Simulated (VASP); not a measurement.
Input of a VASP 6.6.1 run:

The input INCAR:

```
SYSTEM = InFe2H3
  PREC = Accurate
  ENCUT = 600
  EDIFF = 1E-6
  ISMEAR = 0
  SIGMA = 0.2
  LREAL = .FALSE.
  LASPH = .TRUE.
  NELM = 150
  ALGO = Fast
  ISIF = 3
  LWAVE = .FALSE.
  LCHARG = .FALSE.
  ISPIN = 2
  MAGMOM = 0 4 4 0 0 0
  LORBIT = 11
  LMAXMIX = 4
  GGA = PE
  IBRION = 2
  NSW = 36
  EDIFFG = -0.08
```

File KPOINTS:

```
regular mesh
0
G
  6 6 2
  0 0 0
```

POSCAR

```
InFe2H3
1.0
    2.8789818000      0.0000000000      0.0000000000
    0.0000000000      2.8789818000      0.0000000000
    0.0000000000      0.0000000000     10.7132658600
In Fe H
1 2 3
Direct
    0.0000000000      0.0000000000      0.0000000000
    0.5000000000      0.5000000000      0.8681410000
    0.5000000000      0.5000000000      0.1318590000
    0.0000000000      0.0000000000      0.6647679800
    0.0000000000      0.0000000000      0.3352320200
    0.5000000000      0.5000000000      0.5000000000
```

Potentials or basis: VASP PAW PBE potentials, release 64 (In_d, Fe, H).

Run with:

```console
$ cat potpaw_PBE.64/In_d/POTCAR potpaw_PBE.64/Fe/POTCAR potpaw_PBE.64/H/POTCAR > POTCAR
$ mpirun -np 1 vasp_std > vasp.out
```

Question: Estimate the relaxed volume.

Answer: 9.71 Å³/atom.

Question: Estimate the relaxed cell.

Answer: a = 2.686 Å, b = 2.686 Å, c = 8.076 Å, α = 90.00°, β = 90.00°, γ = 90.00°.

Forces on the atoms (eV/Å):
```
In   0.000  0.000  0.000
Fe   0.000  0.000  0.079
Fe   0.000  0.000 -0.079
H    0.000  0.000  0.018
H    0.000  0.000 -0.018
H    0.000  0.000  0.000
```

Caveat: the k mesh is coarse (spacing up to 0.36 Å⁻¹), so the values aren't converged; the volume moved by over 15 % at a fixed basis, so the end points are rough; the relaxation stopped at a loose force limit of 0.08 eV/Å, so its end isn't a converged minimum.
